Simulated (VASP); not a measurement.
Input:

```yaml
crystal:
  lattice:
    - [3.69025, 0.00000, 0.00000]
    - [0.00000, 3.69025, 0.00000]
    - [0.00000, 0.00000, 3.69025]
  atoms:
    - { symbol: K, position: [0.00000, 0.00000, 0.00000] }
    - { symbol: Zn, position: [0.50000, 0.50000, 0.50000] }
    - { symbol: F, position: [0.50000, 0.00000, 0.50000] }
    - { symbol: F, position: [0.00000, 0.50000, 0.50000] }
    - { symbol: F, position: [0.50000, 0.50000, 0.00000] }
```

Method: PBEsol GGA, VASP's PBE PAW potentials (set 64) (plane waves; VASP 6.6.1). Numerical set-up: 620 eV cut-off, 6×6×6 Γ-centred mesh, Gaussian smearing of 0.050 eV, potentials K_sv Zn F.

Q: What does the run give for the energy per atom (σ→0), pressure, band gap (on the k-mesh) with the smallest direct gap where there is one?

A: 
```
Quantity                                      Value
-----------------------------------  --------------
band gap (on the k-mesh)                    4.45 eV
smallest direct gap (on the k-mesh)         7.56 eV
energy per atom (σ→0)                -3.906 eV/atom
pressure                                  45.01 GPa
```

The compound is KZnF3 in the cubic perovskite structure. It was relaxed first under an external pressure of 45 GPa.
